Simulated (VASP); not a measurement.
Computed with PBE GGA, VASP's PBE PAW potentials (set 64) (plane waves; VASP).

A VASP calculation is set up with these files.

**POSCAR**
```
CuAs
5.9798280
  0.5000000000   0.0000000000   0.0000000000
  0.0000000000   0.5000000000   0.0000000000
  0.0000000000   0.0000000000   0.5000000000
Cu As
1 1
Direct
  0.0000000000   0.0000000000   0.0000000000
  0.5000000000   0.5000000000   0.5000000000
```

### INCAR
```
SYSTEM = CuAs
PREC = Accurate
ENCUT = 400
EDIFF = 1E-6
NELM = 100
ALGO = Normal
LREAL = .FALSE.
LASPH = .TRUE.
ISMEAR = 1
SIGMA = 0.02
GGA = PE
LMAXMIX = 4
LWAVE = .FALSE.
LCHARG = .FALSE.
ISIF = 2
```

**KPOINTS**
```
Regular mesh
0
G
 8 8 8
```

POTCAR, in this order: Cu As (PBE.64 set). Program: vasp_std.

Output of the run:

**OSZICAR**
```
       N       E                     dE             d eps       ncg     rms          rms(c)
DAV:   1     0.705857930799E+02    0.70586E+02   -0.66061E+03   860   0.148E+03
DAV:   2    -0.557583220966E+01   -0.76162E+02   -0.70896E+02   860   0.249E+02
DAV:   3    -0.887947928289E+01   -0.33036E+01   -0.30903E+01  1064   0.632E+01
DAV:   4    -0.893384451547E+01   -0.54365E-01   -0.53836E-01   940   0.689E+00
DAV:   5    -0.893459360894E+01   -0.74909E-03   -0.74902E-03  1072   0.834E-01    0.111E+01
DAV:   6    -0.982006367722E+01   -0.88547E+00   -0.24702E+01   944   0.175E+02    0.919E+00
DAV:   7    -0.761437622795E+01    0.22057E+01   -0.62190E+00   988   0.953E+01    0.217E+00
DAV:   8    -0.758077479505E+01    0.33601E-01   -0.70933E-01  1064   0.263E+01    0.140E+00
DAV:   9    -0.756085329808E+01    0.19921E-01   -0.11374E-01  1076   0.106E+01    0.136E-01
DAV:  10    -0.756102868667E+01   -0.17539E-03   -0.37803E-03  1124   0.157E+00    0.820E-02
DAV:  11    -0.756092590488E+01    0.10278E-03   -0.48030E-04  1200   0.783E-01    0.304E-02
DAV:  12    -0.756092345154E+01    0.24533E-05   -0.46086E-05  1168   0.108E-01    0.136E-02
DAV:  13    -0.756091957533E+01    0.38762E-05   -0.96490E-06  1152   0.109E-01    0.250E-03
DAV:  14    -0.756091905573E+01    0.51960E-06   -0.68834E-07   536   0.169E-02
   1 F= -.75609191E+01 E0= -.75608405E+01  d E =-.235520E-03
```

OUTCAR:
```
------------------------ aborting loop because EDIFF is reached ----------------------------------------
  FORCE on cell =-STRESS in cart. coord.  units (eV):
  Direction    XX          YY          ZZ          XY          YZ          ZX
  --------------------------------------------------------------------------------------
  Total        3.8493665      3.8493665      3.8493665     -0.0000000     -0.0000000      0.0000000
  in kB      230.7404588    230.7404588    230.7404588     -0.0000000     -0.0000000      0.0000000
  external PRESSURE =     230.7404588 kB  Pullay stress =       0.0000000 kB
  volume of cell :       26.73
      direct lattice vectors                 reciprocal lattice vectors
     2.989914000  0.000000000  0.000000000     0.334457780  0.000000000  0.000000000
     0.000000000  2.989914000  0.000000000     0.000000000  0.334457780  0.000000000
     0.000000000  0.000000000  2.989914000     0.000000000  0.000000000  0.334457780
 POSITION                                       TOTAL-FORCE (eV/Angst)
 -----------------------------------------------------------------------------------
      0.00000      0.00000      0.00000         0.000000      0.000000      0.000000
      1.49496      1.49496      1.49496         0.000000      0.000000      0.000000
 -----------------------------------------------------------------------------------
    total drift:                               -0.000000      0.000000     -0.000000
  FREE ENERGIE OF THE ION-ELECTRON SYSTEM (eV)
  ---------------------------------------------------
  free  energy   TOTEN  =        -7.5609190557 eV

  energy  without entropy=       -7.5606835361  energy(sigma->0) =       -7.56084055
```
(Selected blocks of OUTCAR.)

File OUTCAR:
```
 val. band max:        9.3253280406   @ k =   0.3750   0.3750   0.2500

 cond. band min:       9.4548598125   @ k =   0.0000   0.0000   0.0000


 Fermi energy:         9.3261241689

 k-point     1 :       0.0000    0.0000    0.0000
  band No.  band energies     occupation
      1      -6.2864      2.00000
      2       4.6663      2.00000
      3       4.6663      2.00000
      4       5.7612      2.00000
      5       5.7612      2.00000
      6       5.7612      2.00000
      7       9.4549     -0.00000
      8       9.4549     -0.00000
      9       9.4549     -0.00000
     10      13.2239      0.00000
     11      15.9527      0.00000
     12      15.9527      0.00000

 k-point     2 :       0.1250    0.0000    0.0000
  band No.  band energies     occupation
      1      -6.0474      2.00000
      2       4.5030      2.00000
      3       4.7033      2.00000
      4       5.6154      2.00000
      5       5.6154      2.00000
      6       5.7670      2.00000
      7       7.7817      2.00000
      8       9.8409      0.00000
      9       9.8409      0.00000
     10      14.0310      0.00000
     11      16.0438      0.00000
     12      17.6597      0.00000

 k-point     3 :       0.2500    0.0000    0.0000
  band No.  band energies     occupation
      1      -5.3558      2.00000
      2       3.2790      2.00000
      3       4.7942      2.00000
      4       5.3264      2.00000
      5       5.3264      2.00000
      6       5.7817      2.00000
      7       6.3672      2.00000
      8      10.8278      0.00000
      9      10.8278      0.00000
     10      14.7350      0.00000
     11      16.3056      0.00000
     12      20.9362      0.00000

 k-point     4 :       0.3750    0.0000    0.0000
  band No.  band energies     occupation
      1      -4.3485      2.00000
      2       1.2237      2.00000
      3       4.8874      2.00000
      4       5.0928      2.00000
      5       5.0928      2.00000
      6       5.7965      2.00000
...
```

The structure was generated: CuAs was put into the CsCl type (Pm-3m), which need not be its known phase. The cell was not relaxed at this level. The run is one of a series of settings (ISMEAR = 1, SIGMA = 0.02 against the base run), some of them coarse on purpose.
